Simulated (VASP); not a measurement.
Level of theory: r2SCAN meta-GGA, VASP's PBE PAW potentials (set 64) (plane waves; VASP).

VASP ran on this input.

File KPOINTS:
```
Automatic mesh
0
Gamma
15 15 8
0 0 0
```

**INCAR**
```
SYSTEM = Co
PREC = Accurate
ENCUT = 400
EDIFF = 1E-6
NELM = 100
ALGO = Normal
LREAL = .FALSE.
LASPH = .TRUE.
ISMEAR = 1
SIGMA = 0.1
METAGGA = R2SCAN
LMIXTAU = .TRUE.
LMAXMIX = 4
ISPIN = 2
MAGMOM = 1.7 1.7
LORBIT = 10
LWAVE = .FALSE.
LCHARG = .FALSE.
IBRION = 2
ISIF = 3
NSW = 60
EDIFFG = -0.01
```

File POSCAR:
```
Co
1
    1.2315525599    -2.1331118292    -0.0000000000
    1.2315525599     2.1331118292     0.0000000000
    0.0000000000     0.0000000000     4.0157374216
Co
2
Direct
  0.3333330000   0.6666670000   0.2500000000
  0.6666670000   0.3333330000   0.7500000000
```

POTCAR, in this order: Co (PBE.64 set). Program: vasp_std.

Output

OUTCAR:
```
 ion  position               nearest neighbor table
   1  0.333  0.667  0.250-   2 2.46   2 2.46   2 2.46   2 2.46   2 2.46   2 2.46
   2  0.667  0.333  0.750-   1 2.46   1 2.46   1 2.46   1 2.46   1 2.46   1 2.46
  LATTYP: Found a hexagonal cell.
 ALAT       =     2.4631053132
 C/A-ratio  =     1.6303555517
 Subroutine PRICEL returns:
 Original cell was already a primitive cell.
 Subroutine GETGRP returns: Found 24 space group operations
The static configuration has the point symmetry D_3d.
 The point group associated with its full space group is D_6h.
The dynamic configuration has the point symmetry D_3d.
The overall configuration has the point symmetry D_3d.
 Subroutine INISYM returns: Found 24 space group operations
 Subroutine IBZKPT returns following result:
 Found    135 irreducible k-points:

 Following reciprocal coordinates:
            Coordinates               Weight
  0.000000  0.000000  0.000000      1.000000
  0.066667 -0.000000  0.000000      6.000000
  0.133333  0.000000  0.000000      6.000000
  0.200000 -0.000000  0.000000      6.000000
  0.266667  0.000000  0.000000      6.000000
  0.333333 -0.000000  0.000000      6.000000
  0.400000 -0.000000  0.000000      6.000000
  0.466667 -0.000000  0.000000      6.000000
  0.066667  0.066667  0.000000      6.000000
  0.133333  0.066667  0.000000     12.000000
  0.200000  0.066667  0.000000     12.000000
  0.266667  0.066667  0.000000     12.000000
  0.333333  0.066667  0.000000     12.000000
  0.400000  0.066667  0.000000     12.000000
  0.466667  0.066667  0.000000      6.000000
  0.133333  0.133333  0.000000      6.000000
  0.200000  0.133333  0.000000     12.000000
  0.266667  0.133333  0.000000     12.000000
  0.333333  0.133333  0.000000     12.000000
  0.400000  0.133333  0.000000     12.000000
  0.200000  0.200000  0.000000      6.000000
...
```

OSZICAR:
```
       N       E                     dE             d eps       ncg     rms          rms(c)
DAV:   1     0.570098484146E+02    0.57010E+02   -0.72899E+03  8284   0.137E+03
DAV:   2    -0.294164546424E+02   -0.86426E+02   -0.80056E+02  8114   0.244E+02
DAV:   3    -0.314479428082E+02   -0.20315E+01   -0.19898E+01  9563   0.524E+01
DAV:   4    -0.314845470503E+02   -0.36604E-01   -0.36596E-01 12038   0.525E+00
DAV:   5    -0.314847561073E+02   -0.20906E-03   -0.20906E-03  9774   0.417E-01    0.179E+01
DAV:   6    -0.271863886765E+02    0.42984E+01   -0.23262E+01  9045   0.101E+02    0.102E+01
DAV:   7    -0.264155772606E+02    0.77081E+00   -0.27285E+00  9605   0.329E+01    0.535E+00
DAV:   8    -0.264346133642E+02   -0.19036E-01   -0.82230E-02 10966   0.279E+00    0.205E+00
DAV:   9    -0.264146087840E+02    0.20005E-01   -0.15112E-02 10782   0.186E+00    0.676E-01
DAV:  10    -0.264114560091E+02    0.31528E-02   -0.12479E-02 10571   0.206E+00    0.275E-01
DAV:  11    -0.264114773426E+02   -0.21333E-04   -0.84267E-04  9689   0.477E-01    0.141E-01
DAV:  12    -0.264114647511E+02    0.12592E-04   -0.40253E-05 12333   0.109E-01    0.930E-02
DAV:  13    -0.264114895612E+02   -0.24810E-04   -0.10499E-04 10435   0.182E-01    0.284E-02
DAV:  14    -0.264114875059E+02    0.20553E-05   -0.77483E-06  9410   0.537E-02    0.425E-03
DAV:  15    -0.264114870041E+02    0.50179E-06   -0.18284E-07  4848   0.420E-03
   1 F= -.26411487E+02 E0= -.26411419E+02  d E =-.264115E+02  mag=     3.3694
```

**OUTCAR**
```
------------------------ aborting loop because EDIFF is reached ----------------------------------------
  FORCE on cell =-STRESS in cart. coord.  units (eV):
  Direction    XX          YY          ZZ          XY          YZ          ZX
  --------------------------------------------------------------------------------------
  Total       -0.0125045     -0.0125045     -0.0084222      0.0000000      0.0000000     -0.0000000
  in kB       -0.9495450     -0.9495452     -0.6395479      0.0000000      0.0000000     -0.0000000
  external PRESSURE =      -0.8462127 kB  Pullay stress =       0.0000000 kB
  volume of cell :       21.10
      direct lattice vectors                 reciprocal lattice vectors
     1.231552560 -2.133111829  0.000000000     0.405991605 -0.234399338  0.000000000
     1.231552560  2.133111829  0.000000000     0.405991605  0.234399338  0.000000000
     0.000000000  0.000000000  4.015737422     0.000000000  0.000000000  0.249020266
 POSITION                                       TOTAL-FORCE (eV/Angst)
 -----------------------------------------------------------------------------------
      1.23155      0.71104      1.00393         0.000000      0.000000      0.000000
      1.23155     -0.71104      3.01180        -0.000000     -0.000000      0.000000
 -----------------------------------------------------------------------------------
    total drift:                                0.000023     -0.000006     -0.000028
  FREE ENERGIE OF THE ION-ELECTRON SYSTEM (eV)
  ---------------------------------------------------
  free  energy   TOTEN  =       -26.4114870041 eV

  energy  without entropy=      -26.4112818999  energy(sigma->0) =      -26.41141864

 total charge

# of ion       s       p       d       tot
------------------------------------------
    1        0.520   0.582   7.248   8.350
    2        0.520   0.582   7.248   8.350
--------------------------------------------------
tot          1.041   1.164  14.496  16.701

 magnetization (x)

# of ion       s       p       d       tot
------------------------------------------
    1       -0.016  -0.093   1.855   1.746
    2       -0.016  -0.093   1.855   1.746
--------------------------------------------------
tot         -0.031  -0.186   3.709   3.492

 reached required accuracy - stopping structural energy minimisation
```
(Selected blocks of OUTCAR.)

### OUTCAR
```
 val. band max:       10.7301435763   @ k =   0.1333   0.0667   0.1250

 cond. band min:      10.7355532046   @ k =   0.1333   0.0667   0.0000


 Fermi energy:        10.7354489010

 spin component 1

 k-point     1 :       0.0000    0.0000    0.0000
  band No.  band energies     occupation
      1       1.2290      1.00000
      2       4.8630      1.00000
      3       7.3235      1.00000
      4       7.3819      1.00000
      5       7.3822      1.00000
      6       7.6909      1.00000
      7       7.6913      1.00000
      8       8.0527      1.00000
      9       8.0528      1.00000
     10       9.1611      1.00000
     11       9.1612      1.00000
     12      10.4033      1.00001
     13      17.0651      0.00000
     14      33.7877      0.00000
     15      36.6967      0.00000

 k-point     2 :       0.0667   -0.0000    0.0000
  band No.  band energies     occupation
      1       1.3947      1.00000
      2       4.9600      1.00000
      3       7.1812      1.00000
      4       7.4581      1.00000
      5       7.5050      1.00000
      6       7.6563      1.00000
      7       7.7591      1.00000
      8       7.9683      1.00000
      9       8.0057      1.00000
     10       8.6350      1.00000
     11       9.1807      1.00000
     12      11.1252     -0.00000
     13      17.0970      0.00000
     14      32.5331      0.00000
     15      34.6340      0.00000

 k-point     3 :       0.1333    0.0000    0.0000
  band No.  band energies     occupation
      1       1.8797      1.00000
      2       5.2184      1.00000
      3       6.9741      1.00000
      4       7.5238      1.00000
      5       7.5422      1.00000
      6       7.6786      1.00000
      7       7.7300      1.00000
      8       7.8821      1.00000
      9       7.9545      1.00000
     10       8.1492      1.00000
     11       9.2269      1.00000
     12      12.3765     -0.00000
     13      17.2022      0.00000
...
```

The compound is Co in the hcp structure. It was relaxed first. The start is the result of an earlier pass.
